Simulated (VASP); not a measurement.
A cell of AlN (zinc blende) near equilibrium:

```yaml
crystal:
  lattice:
    - [0.00000, 2.18381, 2.18381]
    - [2.18381, 0.00000, 2.18381]
    - [2.18381, 2.18381, 0.00000]
  atoms:
    - { symbol: Al, position: [0.00000, 0.00000, 0.00000] }
    - { symbol: N, position: [0.25000, 0.25000, 0.25000] }
```

All values below come from r2SCAN meta-GGA, VASP's PBE PAW potentials (set 64) (plane waves; VASP).

| run | ΔE (meV/atom) | σxx | σyy | σzz | largest shear component, with its sign (GPa) | gap (eV) |
|---|---|---|---|---|---|---|
| as it is | 0.0 | -0.02 | -0.02 | -0.02 | 0.00 | 3.93 |
| after one change | 3.1 | 0.04 | 0.11 | 0.11 | -4.77 | 3.87 |
Stress is in GPa, positive when the cell is compressed; gaps are those on the k-mesh, and 0.00 means metallic.

Task: Name the change that produced these shifts.
(A) shear strain γ_xz = -4.0 % with the ions relaxed
(B) uniaxial strain of +0.5 % along y
(C) shear strain γ_yz = +2.0 %
(D) biaxial strain of -1.0 % in the xy plane

Result: C, shear strain γ_yz = +2.0 %

The compound is AlN in the zinc blende structure, a metastable form; wurtzite is the usual one.
